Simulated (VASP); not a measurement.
These are PBEsol GGA, VASP's PBE PAW potentials (set 64) (plane waves; VASP 6.6.1) values and carry that method's errors. Each cell was relaxed at this level.

Without a dispersion term in the relaxation, distances and binding between the weakly bound layers, chains or molecules are unreliable, and so is what depends on them.

Problem. Which of these has an unstable (imaginary) mode at Γ?
A. SrTiO3, Pm-3m (221)
B. PbO, P4/nmm (129)
C. Si2Ni, Fm-3m (225)
D. MgH2, P4_2/mnm (136)

Solution. A, SrTiO3, Pm-3m (221). Its optical Γ-point modes are 71i (×3), 158 (×3), 227 (×3), 533 (×3) cm⁻¹.
